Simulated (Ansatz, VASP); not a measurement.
# Cross-check of W7O6F30 (W7O6F30 (R-3)) between VASP and Ansatz, part 2 of 2

Aim: how closely do two programs agree when they are given the same cell, functional and k mesh? The structure shown is the start of the Ansatz relaxation below; VASP solves that cell, so the two are compared at the walk's first step.

VASP 6.6.1 and Ansatz 0.2.0.

So far: The starting structure; Ansatz: relaxation, PBEsol.

### 3. VASP: single point, PBEsol, start cell

Level of this step: PBEsol, no spin polarisation; plane waves and PAW (W, O, F) (VASP).

The same cell, functional, mesh and smearing now go to VASP, with its own data sets.

Lines of VASP's logs that name or quote its potential files are left out, and so is its time.

INCAR reads:

```
SYSTEM = W7O6F30
PREC = Accurate
ENCUT = 520
EDIFF = 1E-06
NELM = 120
ISMEAR = -1
SIGMA = 0.01
LREAL = Auto
ALGO = Normal
GGA = PS
NBANDS = 176
LASPH = .TRUE.
LORBIT = 11
LWAVE = .FALSE.
LCHARG = .FALSE.
ISIF = 2
GGA_COMPAT = .FALSE.
EFERMI = MIDGAP
KPAR = 8
```

POSCAR reads:

```
W7O6F30
1.0
    4.6616300000      2.6913930000      9.5701790000
   -4.6616300000      2.6913930000      9.5701790000
    0.0000000000     -5.3827870000      9.5701790000
W O F
7 6 30
Direct
    0.0000000000      0.9999999037      0.9999998282
    0.2327620095      0.6052259134      0.9205768264
    0.3947739903      0.0794229055      0.7672378187
    0.0794230018      0.7672378942      0.3947738185
    0.9205769982      0.2327619132      0.6052258379
    0.6052260097      0.9205769019      0.2327618377
    0.7672379905      0.3947738940      0.0794228300
    0.2309800399      0.9773949157      0.9088918096
    0.9088919814      0.2309799436      0.9773948402
    0.9773950120      0.9088918851      0.2309798681
    0.0226049880      0.0911079223      0.7690197883
    0.0911080186      0.7690198638      0.0226048162
    0.7690199601      0.0226048917      0.0911078468
    0.5192780396      0.9097488996      0.9100118535
    0.6362909599      0.5405709192      0.9454388568
    0.5405710154      0.9454389323      0.6362907881
    0.9100120253      0.5192779433      0.9097488241
    0.0999339550      0.7475509240      0.7885918270
    0.2524489797      0.2114079048      0.9000658732
    0.9097489959      0.9100119290      0.5192778678
    0.9454390286      0.6362908636      0.5405708436
    0.3787730088      0.4604818882      0.8012488421
    0.3771820074      0.7291409307      0.7508798304
    0.2708589730      0.2491199015      0.6228178208
    0.1987509861      0.6212268949      0.5395178437
    0.5395180155      0.1987508897      0.6212268194
    0.2114080012      0.9000659487      0.2524488079
    0.2491199978      0.6228178963      0.2708588012
    0.7508800022      0.3771819111      0.7291408552
    0.7885919988      0.0999338586      0.7475508485
    0.4604819845      0.8012489176      0.3787728370
    0.8012490140      0.3787729125      0.4604818127
    0.7291410270      0.7508799059      0.3771818356
    0.6228179926      0.2708588767      0.2491198260
    0.6212269912      0.5395179192      0.1987508142
    0.0545609714      0.3637089438      0.4594288127
    0.0902510041      0.0899878784      0.4807217886
    0.7475510203      0.7885919025      0.0999337831
    0.9000660450      0.2524488834      0.2114078294
    0.0899879747      0.4807218641      0.0902508323
    0.4594289846      0.0545608751      0.3637088683
    0.3637090401      0.4594288882      0.0545607996
    0.4807219604      0.0902509078      0.0899878029
```

KPOINTS reads:

```
Automatic mesh
0
Gamma
4 4 4
0 0 0
```

The projector-augmented-wave data sets are W, O and F (PBE family, release 64).

Started as:

```sh
mpirun -np 8 vasp_std
```

Numbers of over 12 decimals in the logs are rounded to 6 here.

Log:

```text
[banner, memory and clock lines left out]
running    8 mpi-ranks, on    1 nodes
[...]
|                                                                             |
|           W    W    AA    RRRRR   N    N  II  N    N   GGGG   !!!           |
|           W    W   A  A   R    R  NN   N  II  NN   N  G    G  !!!           |
|           W    W  A    A  R    R  N N  N  II  N N  N  G       !!!           |
|           W WW W  AAAAAA  RRRRR   N  N N  II  N  N N  G  GGG   !            |
|           WW  WW  A    A  R   R   N   NN  II  N   NN  G    G                |
|           W    W  A    A  R    R  N    N  II  N    N   GGGG   !!!           |
|                                                                             |
|     For optimal performance we recommend to set                             |
|       NCORE = 2 up to number-of-cores-per-socket                            |
|     NCORE specifies how many cores store one orbital (NPAR=cpu/NCORE).      |
|     This setting can greatly improve the performance of VASP for DFT.       |
[...]
|                                                                             |
|     You enforced a specific xc type in the INCAR file but a different       |
|     [... a line on the potential file left out ...]
|     I HOPE YOU KNOW WHAT YOU ARE DOING!                                     |
|                                                                             |

 LDA part: xc-table for (Slater+PW92), standard interpolation
 POSCAR, INCAR and KPOINTS ok, starting setup
[...]
entering main loop
       N       E                     dE             d eps       ncg     rms          rms(c)
DAV:   1     0.223965304674E+04    0.22397E+04   -0.15674E+05  5024   0.152E+03
DAV:   2    -0.178327986795E+03   -0.24180E+04   -0.23483E+04  6200   0.395E+02
DAV:   3    -0.358607826364E+03   -0.18028E+03   -0.17899E+03  5456   0.113E+02
DAV:   4    -0.361328842201E+03   -0.27210E+01   -0.27151E+01  5552   0.156E+01
[...]
DAV:  14    -0.295119482620E+03   -0.46427E-05   -0.14576E-05  5456   0.173E-02    0.120E-02
DAV:  15    -0.295119487761E+03   -0.51409E-05   -0.55197E-06  4944   0.725E-03    0.206E-02
DAV:  16    -0.295119488081E+03   -0.31984E-06   -0.10967E-06  3312   0.476E-03
   1 F= -.29511949E+03 E0= -.29511949E+03  d E =0.000000E+00
```

Parts of OUTCAR (step 3):

```text
  Total      -28.1966137    -28.1966137    -28.1609836      0.0000003      0.0000010     -0.0000000
  in kB      -62.7077551    -62.7077551    -62.6285156      0.0000006      0.0000022     -0.0000000
  external PRESSURE =     -62.6813419 kB  Pullay stress =       0.0000000 kB

 POSITION                                       TOTAL-FORCE (eV/Angst)
 -----------------------------------------------------------------------------------
     -4.66163     -2.69139     19.14036         0.000000      0.000000     -0.000000
     -1.73629     -2.69991     16.82978         0.089120      0.031277     -0.012247
      1.47005     -2.85363     11.88075         0.017473      0.092819      0.012247
     -3.20634      0.15371     11.88075         0.071647     -0.061541      0.012247
      3.20634     -0.15371     16.82978        -0.071647      0.061541     -0.012247
     -1.47005      2.85363     16.82978        -0.017473     -0.092819     -0.012247
      1.73629      2.69991     11.88075        -0.089120     -0.031277      0.012247
     -3.47951     -1.64016     20.26262        -0.500626      0.224459      0.006772
      3.16018     -2.19326     20.26262         0.055926     -0.545784      0.006772
      0.31934      3.83342     20.26262         0.444700      0.321325      0.006772
     -0.31934     -3.83342      8.44791        -0.444700     -0.321325     -0.006772
     -3.16017      2.19327      8.44791        -0.055926      0.545784     -0.006772
      3.47951      1.64016      8.44791         0.500626     -0.224459     -0.006772
     -1.82023     -1.05233     22.38502        -0.822828      0.505055     -0.565181
[...]
-----------------------------------------------------------------------------------
    total drift:                               -0.028698     -0.042546      0.163774

  FREE ENERGIE OF THE ION-ELECTRON SYSTEM (eV)
  ---------------------------------------------------
  free  energy   TOTEN  =      -295.1194880809 eV

  energy  without entropy=     -295.1194880809  energy(sigma->0) =     -295.11948808

[... 3 further parts left out ...]
[key lines of the parts left out:]
E-fermi :  -2.3929
```

This run has no spin polarisation, so a moment on W, if there is one, isn't seen. The data set W keeps the semicore shell frozen, which is cheaper and a little less accurate.

### 4. Differences

Known differences besides the potentials themselves: the data sets hold 344 valence electrons in Ansatz (on its default PAW (the set named soft_2) files) and 288 in VASP; the cutoff is 420 eV in Ansatz and 520 eV in VASP (PREC = Accurate, projectors in real space); Ansatz makes its cores anew for this functional, VASP keeps those of its PBE data sets. Total energies have different zeros and are not compared.

Forces on 10 of the 43 atoms, those with the largest forces and the largest differences (eV/Å; atoms numbered as in POSCAR):

```csv
atom,"Ansatz x, y, z","VASP x, y, z"
F14,"-1.019, 0.636, -0.700","-0.823, 0.505, -0.565"
F17,"-0.041, -1.200, -0.700","-0.026, -0.965, -0.565"
F20,"1.060, 0.564, -0.700","0.849, 0.460, -0.565"
F25,"-0.838, 0.578, -0.754","-0.652, 0.456, -0.589"
F31,"0.082, 1.015, 0.754","0.069, 0.793, 0.589"
F32,"0.838, -0.578, 0.754","0.652, -0.456, 0.589"
F37,"-1.060, -0.564, 0.700","-0.849, -0.460, 0.565"
F40,"0.041, 1.200, 0.700","0.026, 0.965, 0.565"
F42,"-0.937, 0.549, -0.838","-0.749, 0.440, -0.675"
F43,"1.019, -0.636, 0.700","0.823, -0.505, 0.565"
```

The forces differ by 134 meV/Å r.m.s., which is 25.4 % of the r.m.s. force of 0.526 eV/Å (both taken over all components).

### 5. Summary of results

* r.m.s. force difference (single point, PBEsol, start cell): 25 % of the r.m.s. force

**Reading.** The r.m.s. force difference is 25 % of the r.m.s. force (single point, PBEsol, start cell), beyond the 3 % picked in this series as the mark of a large difference. The data sets hold unlike numbers of valence electrons (344 in Ansatz and 288 in VASP), so part of the differences comes from the potentials. What causes the difference of the single point, PBEsol, start cell pair stays open here. VASP runs on this material, other cells of it included, that failed, so that no pair exists: single point, PBEsol (timeout). How closely two codes agree says nothing of how well the functional describes the real material.

[Lines on the potential files, build, host, timing and source positions are cut from VASP's logs without a mark.]

[Logs are printed without paths, hosts, clocks, repeated set-up lines and the standing remarks that a program may print on its own settings, such as how far it seeks lower states.]

[Hosts, paths, dates, database ids (printed as entryN), source tags and the programs' standing remarks are cut or masked in the printed files.]
